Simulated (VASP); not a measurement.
# BaMg6Cu (Amm2) in VASP: reference runs

Aim: a first look at BaMg6Cu with PBE, on the cell as given and on a disturbed one.

Program: VASP 6.6.1. These are calculated values, not measurements. Logs are shortened: lines on timing, memory, paths and dates and some standing lists are left out, and cuts for length are marked.

**1. The crystal as given**

Symmetry: Amm2, No. 38, orthorhombic system. Conventional cell: a = 4.989 Å, b = 6.083 Å, c = 14.019 Å, α = 90.00°, β = 90.00°, γ = 90.00°. Around Ba (site symmetry mm2) lie 2 Cu at 3.40 Å and 8 Mg at 3.42 to 3.66 Å. Cu (site symmetry mm2) is surrounded by 6 Mg at 2.68 to 2.91 Å. Mg (site symmetry mm2) has 8 Mg at 3.10 to 3.26 Å and 2 Ba at 3.42 Å as nearest neighbours. Mg (site symmetry mm2) is surrounded by 8 Mg at 3.26 to 3.60 Å and 2 Cu at 3.67 Å. Mg (site symmetry m) is surrounded by 2 Cu at 2.91 Å and 5 Mg at 2.93 to 3.16 Å. Mg (site symmetry m) has 1 Cu at 2.68 Å and 1 Mg at 2.96 Å as nearest neighbours.

The cell comes from a database or a generator and needn't be the stable form of this composition.

**2. Single point, PBE**

File INCAR:

```
  PREC = Accurate
  ENCUT = 520
  EDIFF = 1E-7
  ISMEAR = -1
  SIGMA = 0.05
  LREAL = F
  LASPH = T
  NELM = 80
  ALGO = Normal
  ISIF = 2
  LWAVE = F
  LCHARG = F
  GGA = PE
  NBANDS = 26
```

File KPOINTS:

```
regular mesh
0
Gamma
  6 5 5
```

File POSCAR:

```
BaMg6Cu
1.0
    4.9893600000      0.0000000000      0.0000000000
    0.0000000000      3.0416570000      7.0093915000
    0.0000000000     -3.0416570000      7.0093915000
Ba Cu Mg
1 1 6
Direct
    0.5000000000      0.7065930000      0.7065930000
    0.5000000000      0.0978470000      0.0978470000
    0.0000000000      0.8737060000      0.8737060000
    0.0000000000      0.2897490000      0.2897490000
    0.0000000000      0.3144170000      0.8329410000
    0.0000000000      0.8329410000      0.3144170000
    0.5000000000      0.1990300000      0.6857140000
    0.5000000000      0.6857140000      0.1990300000
```

Potentials or basis: VASP PAW PBE potentials, release 64 (Ba_sv, Cu, Mg).

Started as:

```console
$ cat potpaw_PBE.64/Ba_sv/POTCAR potpaw_PBE.64/Cu/POTCAR potpaw_PBE.64/Mg/POTCAR > POTCAR
$ mpirun -np 1 vasp_std > vasp.out
```

OUTCAR:

```text
PREC = Accurate
   ENCUT = 520
   EDIFF = 1E-7
   ISMEAR = -1
   LREAL = F
   LASPH = T
   NELM = 80
   ISIF = 2
   GGA = PE

 ion  position               nearest neighbor table
   1  0.500  0.707  0.707-   2 3.40   2 3.40   3 3.42   3 3.42   6 3.49   5 3.49   5 3.49   6 3.49
                             8 3.66   7 3.66   7 3.99   8 3.99   4 4.10   4 4.10   4 4.10   4 4.10
   2  0.500  0.098  0.098-   7 2.68   8 2.68   5 2.91   6 2.91   5 2.91   6 2.91   1 3.40   1 3.40

   3  0.000  0.874  0.874-   7 3.10   8 3.10   7 3.10   8 3.10   5 3.16   6 3.16   4 3.26   4 3.26
                             1 3.42   1 3.42
   4  0.000  0.290  0.290-   3 3.26   3 3.26   5 3.36   6 3.36   7 3.60   8 3.60   7 3.60   8 3.60
                             1 4.10   1 4.10   1 4.10   1 4.10
   5  0.000  0.314  0.833-   2 2.91   2 2.91   6 2.93   7 3.10   7 3.10   6 3.15   3 3.16   4 3.36
                             1 3.49   1 3.49
   6  0.000  0.833  0.314-   2 2.91   2 2.91   5 2.93   8 3.10   8 3.10   5 3.15   3 3.16   4 3.36
                             1 3.49   1 3.49
   7  0.500  0.199  0.686-   2 2.68   8 2.96   3 3.10   3 3.10   5 3.10   5 3.10   8 3.12   4 3.60
                             4 3.60   1 3.66   1 3.99
   8  0.500  0.686  0.199-   2 2.68   7 2.96   3 3.10   3 3.10   6 3.10   6 3.10   7 3.12   4 3.60
                             4 3.60   1 3.66   1 3.99

  LATTYP: Found a base centered orthorhombic cell.
 ALAT       =     6.0833140000
 B/A-ratio  =     2.3044648032
 C/A-ratio  =     0.8201713737

  Lattice vectors:

 A1 = (   0.0000000000,   3.0416570000,  -7.0093915000)
 A2 = (   0.0000000000,   3.0416570000,   7.0093915000)
 A3 = (   4.9893600000,   0.0000000000,   0.0000000000)

Analysis of symmetry for initial positions (statically):
=====================================================================
 Subroutine PRICEL returns:
 Original cell was already a primitive cell.

 Routine SETGRP: Setting up the symmetry group for a
 base centered orthorhombic supercell.

 Subroutine GETGRP returns: Found  4 space group operations
 (whereof  4 operations were pure point group operations)
 out of a pool of  8 trial point group operations.

The static configuration has the point symmetry C_2v.

Analysis of symmetry for dynamics (positions and initial velocities):
=====================================================================
 Subroutine PRICEL returns:
 Original cell was already a primitive cell.

 Routine SETGRP: Setting up the symmetry group for a
 base centered orthorhombic supercell.

 Subroutine GETGRP returns: Found  4 space group operations
 (whereof  4 operations were pure point group operations)
 out of a pool of  8 trial point group operations.

The dynamic configuration has the point symmetry C_2v.

 Subroutine INISYM returns: Found  4 space group operations
 (whereof  4 operations are pure point group operations),
 and found     1 'primitive' translations

----------------------------------------------------------------------------------------

                                     Primitive cell

  volume of cell :     212.7480

  direct lattice vectors                    reciprocal lattice vectors
     4.989360000  0.000000000  0.000000000     0.200426508  0.000000000  0.000000000
     0.000000000  3.041657000  7.009391500     0.000000000  0.164384084  0.071332868
     0.000000000 -3.041657000  7.009391500     0.000000000 -0.164384084  0.071332868

  length of vectors
     4.989360000  7.640893044  7.640893044     0.200426508  0.179194043  0.179194043

  position of ions in fractional coordinates (direct lattice)
     0.500000000  0.706593000  0.706593000
     0.500000000  0.097847000  0.097847000
     0.000000000  0.873706000  0.873706000
     0.000000000  0.289749000  0.289749000
     0.000000000  0.314417000  0.832941000
     0.000000000  0.832941000  0.314417000
     0.500000000  0.199030000  0.685714000
     0.500000000  0.685714000  0.199030000

  ion indices of the primitive-cell ions
   primitive index   ion index
                 1           1
                 2           2
                 3           3
                 4           4
                 5           5
                 6           6
                 7           7
                 8           8

----------------------------------------------------------------------------------------

 KPOINTS: regular mesh

Automatic generation of k-mesh.
 Grid dimensions read from file:
 generate k-points for:    6    5    5

 Generating k-lattice:

  Cartesian coordinates                     Fractional coordinates (reciprocal lattice)
     0.033404418  0.000000000  0.000000000     0.166666667  0.000000000  0.000000000
     0.000000000  0.032876817  0.014266574     0.000000000  0.200000000  0.000000000
     0.000000000 -0.032876817  0.014266574     0.000000000  0.000000000  0.200000000

  Length of vectors
     0.033404418  0.035838809  0.035838809

  Shift w.r.t. Gamma in fractional coordinates (k-lattice)
     0.000000000  0.000000000  0.000000000

 Subroutine IBZKPT returns following result:
 ===========================================

 Found     36 irreducible k-points:

 Following reciprocal coordinates:
            Coordinates               Weight
  0.000000  0.000000  0.000000      1.000000
  0.166667  0.000000  0.000000      2.000000
  0.333333  0.000000  0.000000      2.000000
  0.500000  0.000000  0.000000      1.000000
  0.000000  0.200000  0.000000      4.000000
  0.166667  0.200000  0.000000      8.000000
[... 16 lines left out ...]
  0.333333 -0.400000  0.200000      8.000000
  0.500000 -0.400000  0.200000      4.000000
 [... further k-points ...]
   k-points           NKPTS =     36   k-points in BZ     NKDIM =     36   number of bands    NBANDS=     26
   number of dos      NEDOS =    301   number of ions     NIONS =      8
   total plane-waves  NPLWV = 144000
   dimension x,y,z NGX =    40 NGY =   60 NGZ =   60
   dimension x,y,z NGXF=    80 NGYF=  120 NGZF=  120
   ions per type =               1   1   6
   NGX,Y,Z   is equivalent  to a cutoff of  13.33, 13.05, 13.05 a.u.
   NGXF,Y,Z  is equivalent  to a cutoff of  26.66, 26.11, 26.11 a.u.
 SYSTEM =  unknown system
   PREC   = accura    normal or accurate (medium, high low for compatibility)
   ISTART =      0    job   : 0-new  1-cont  2-samecut
   ICHARG =      2    charge: 1-file 2-atom 10-const
   ISPIN  =      1    spin polarized calculation?
   LNONCOLLINEAR =      F non collinear calculations
   LSORBIT =      F    spin-orbit coupling
   LASPH  =      T    aspherical Exc in radial PAW
   ENCUT  =  520.0 eV  38.22 Ry    6.18 a.u.   9.28 14.21 14.21*2*pi/ulx,y,z
   NELM   =     80;   NELMIN=  2; NELMDL= -5     # of ELM steps
   EDIFF  = 0.1E-06   stopping-criterion for ELM
   LREAL  =      F    real-space projection
   EDIFFG = 0.1E-05   stopping-criterion for IOM
   NSW    =      0    number of steps for IOM
   IBRION =     -1    ionic relax: 0-MD 1-quasi-New 2-CG
   NFREE  =      0    steps in history (QN), initial steepest desc. (CG)
   ISIF   =      2    stress and relaxation
   ISYM   =      2    0-nonsym 1-usesym 2-fastsym
   POTIM  = 0.5000    time-step for ionic-motion
   TEBEG  =    0.0;   TEEND  =   0.0 temperature during run
   PSTRESS=    0.0 pullay stress
   NELECT =      33.0000    total number of electrons
   NUPDOWN=      -1.0000    fix difference up-down
   EMIN   =  10.00;   EMAX   =-10.00  energy-range for DOS
   EFERMI =   0.00;   METHOD = LEGACY
   ISMEAR =    -1;   SIGMA  =   0.05  broadening in eV -4-tet -1-fermi 0-gaus
   EFERMI_NEDOS =   21; number of points for ismear=-14 and -15
   IALGO  =     38    algorithm
   IMIX   =      4    mixing-type and parameters
     AMIX     =   0.40;   BMIX     =  1.00
     AMIX_MAG =   1.60;   BMIX_MAG =  1.00
  volume/ion in A,a.u.               =      26.59       179.46
  Fermi-wavevector in a.u.,A,eV,Ry     =   0.879612  1.662225 10.527056  0.773717
  Thomas-Fermi vector in A             =   1.999859
   LORBIT       =      0    0 simple, 1 ext, 2 COOP (PROOUT), +10 PAW based schemes
   GGA     = PE    functional components
   LHFCALC =     F    Hartree Fock is set to
   AEXX    =    0.0000 exact exchange contribution
   IVDW    =     0    specifies the selected vdW correction
   LEPSILON=     F    determine dielectric tensor
   LRPA    =     F    only Hartree local field effects (RPA)
 non-spin polarized calculation
  energy-cutoff  :      520.00
  volume of cell :      212.75
 maximum number of plane-waves:      5770
 NGX is ok and might be reduce to    40
   NGX = 19   NGY = 29   NGZ = 29

 number of electron      32.9999999 magnetization

 Free energy of the ion-electron system (eV)
  ---------------------------------------------------
  ext. energy  EPLUGINS =         0.00000000
  ---------------------------------------------------
  free energy    TOTEN  =       -14.04498964 eV

  energy without entropy =      -14.00667118  energy(sigma->0) =      -14.02583041

 E-fermi :   2.2942     XC(G=0):  -8.4429

 val. band max:        2.2888561154   @ k =   0.5000  -0.4000   0.4000
 cond. band min:       2.3040153745   @ k =   0.3333   0.0000   0.0000
 fundamental gap:      0.0151592591
 Fermi energy:         2.2942053950

 k-point     1 :       0.0000    0.0000    0.0000
  band No.  band energies     occupation
      1     -25.4790      2.00000
      2     -10.8347      2.00000
      3     -10.7637      2.00000
      4     -10.7595      2.00000
      5      -3.8950      2.00000
      6      -1.0432      2.00000
[... 18 lines left out ...]
     25       5.7217      0.00000
     26       5.8047      0.00000

 k-point     2 :       0.1667    0.0000    0.0000
  band No.  band energies     occupation
      1     -25.4780      2.00000
      2     -10.8299      2.00000
      3     -10.7927      2.00000
      4     -10.7601      2.00000
      5      -3.7145      2.00000
      6      -0.9295      2.00000
[... 18 lines left out ...]
     25       5.7572      0.00000
[... 608 lines left out ...]
     25       6.2384      0.00000
     26       6.5969      0.00000

 k-point    24 :       0.5000   -0.4000    0.2000
  band No.  band energies     occupation
      1     -25.4748      2.00000
      2     -10.8862      2.00000
      3     -10.8148      2.00000
      4     -10.7672      2.00000
      5      -1.7721      2.00000
      6      -1.7576      2.00000
[... 18 lines left out ...]
     25       6.1379      0.00000
     26       6.4041      0.00000

 [... further k-points ...]

------------------------ aborting loop because EDIFF is reached ----------------------------------------

  FORCE on cell =-STRESS in cart. coord.  units (eV):
  Direction    XX          YY          ZZ          XY          YZ          ZX
  --------------------------------------------------------------------------------------
  -------------------------------------------------------------------------------------
  Total        0.1043593      0.3157304      0.2296739      0.0000000      0.0000000      0.0000000
  in kB        0.7859161      2.3777251      1.7296446      0.0000000      0.0000000      0.0000000
  external PRESSURE =       1.6310953 kB  Pullay stress =       0.0000000 kB

 VOLUME and BASIS-vectors are now :
 -----------------------------------------------------------------------------
  energy-cutoff  :      520.00
  volume of cell :      212.75
      direct lattice vectors                 reciprocal lattice vectors
     4.989360000  0.000000000  0.000000000     0.200426508  0.000000000  0.000000000
     0.000000000  3.041657000  7.009391500     0.000000000  0.164384084  0.071332868
     0.000000000 -3.041657000  7.009391500     0.000000000 -0.164384084  0.071332868

 POSITION                                       TOTAL-FORCE (eV/Angst)
 -----------------------------------------------------------------------------------
      2.49468      0.00000      9.90557         0.000000      0.000000     -0.063863
      2.49468      0.00000      1.37170         0.000000      0.000000     -0.022458
      0.00000      0.00000     12.24829         0.000000      0.000000      0.041404
      0.00000      0.00000      4.06193         0.000000      0.000000      0.033132
      0.00000     -1.57717      8.04228         0.000000      0.020913      0.020664
      0.00000      1.57717      8.04228         0.000000     -0.020913      0.020664
      2.49468     -1.48033      6.20152         0.000000      0.050097     -0.014772
      2.49468      1.48033      6.20152         0.000000     -0.050097     -0.014772
 -----------------------------------------------------------------------------------
    total drift:                               -0.000000      0.000000      0.000448

  FREE ENERGIE OF THE ION-ELECTRON SYSTEM (eV)
  ---------------------------------------------------
  free  energy   TOTEN  =       -14.0449896376 eV

  energy  without entropy=      -14.0066711774  energy(sigma->0) =      -14.02583041
```

It took 4.3 min on 1 thread of Intel Xeon Platinum 8488C (Sapphire Rapids), shared host; peak memory 0.5 GiB.

What came out:

```
Free energy            : -14.0450 eV
Pressure               : 0.2 GPa
Largest force          : 0.064 eV/Å
Band gap on the k mesh : none (metal or under the smearing width)
```

Forces in eV/Å, atoms in the order of the input:
```
Ba   0.000  0.000 -0.064
Cu   0.000  0.000 -0.022
Mg   0.000  0.000  0.041
Mg   0.000  0.000  0.033
Mg   0.000  0.021  0.021
Mg   0.000 -0.021  0.021
Mg   0.000  0.050 -0.015
Mg   0.000 -0.050 -0.015
```

The run has no spin-orbit coupling, so splittings on Ba are missing.

**3. Single point, PBE (atoms moved at random, drawn with an rms of 0.05 Å)**

File INCAR:

```
ALGO = Normal
EDIFF = 1E-7
ENCUT = 520
GGA = PE
ISIF = 2
ISMEAR = -1
LASPH = True
LCHARG = False
LREAL = False
LWAVE = False
NBANDS = 26
NELM = 60
PREC = Accurate
SIGMA = 0.05
```

File KPOINTS:

```
k-points
0
Gamma
  6 5 5
```

File POSCAR:

```
BaMg6Cu
1.0
    4.9893600000      0.0000000000      0.0000000000
    0.0000000000      3.0416570000      7.0093915000
    0.0000000000     -3.0416570000      7.0093915000
Ba Cu Mg
1 1 6
Direct
    0.4970650000      0.7035210000      0.7104620000
    0.4950730000      0.0899220000      0.1116190000
   -0.0077170000      0.8785400000      0.8688180000
   -0.0098060000      0.2939960000      0.2919580000
   -0.0025090000      0.3107390000      0.8351420000
   -0.0109780000      0.8355830000      0.3066830000
    0.4952380000      0.1974860000      0.6771030000
    0.5006400000      0.6862850000      0.1971950000
```

Potentials or basis: VASP PAW PBE potentials, release 64 (Ba_sv, Cu, Mg).

Started as:

```console
$ cat potpaw_PBE.64/Ba_sv/POTCAR potpaw_PBE.64/Cu/POTCAR potpaw_PBE.64/Mg/POTCAR > POTCAR
$ mpirun -np 1 vasp_std > vasp.out
```

Run time: 6.8 min. Hardware: 1 thread of Intel Xeon Platinum 8488C (Sapphire Rapids), shared host; peak memory 0.68 GiB.

The run converged. Its results:

| Item | Value |
| --- | --- |
| Free energy | -14.0140 eV |
| Pressure | 0.1 GPa |
| Largest force | 0.282 eV/Å |
| Band gap on the k mesh | none (metal or under the smearing width) |

Forces in eV/Å, atoms in the order of the input:
```
Ba  -0.079 -0.015 -0.168
Cu  -0.013  0.171 -0.167
Mg   0.100 -0.043  0.019
Mg   0.013  0.010 -0.027
Mg  -0.017  0.134  0.027
Mg   0.138 -0.214  0.122
Mg  -0.011 -0.034  0.188
Mg  -0.132 -0.009  0.005
```

Stress tensor (GPa, compression positive):
```
-0.01  0.08  0.01
 0.08  0.30  0.19
 0.01  0.19  0.07
```

Levels at points of the mesh, in eV from the Fermi level:
| k point | band 13 | band 14 | band 15 | band 16 | band 17 | band 18 | band 19 | band 20 | band 21 | band 22 |
| --- | --- | --- | --- | --- | --- | --- | --- | --- | --- | --- |
| (0.00, 0.00, 0.00) | -1.79 | -1.31 | -0.98 | -0.39 | -0.19 | 0.49 | 0.92 | 2.49 | 2.55 | 2.59 |
| (0.50, 0.00, 0.00) | -1.66 | -0.96 | -0.74 | -0.61 | -0.52 | -0.39 | 0.04 | 0.15 | 1.34 | 1.92 |

Spin-orbit coupling is left out, which matters for the levels of Ba.
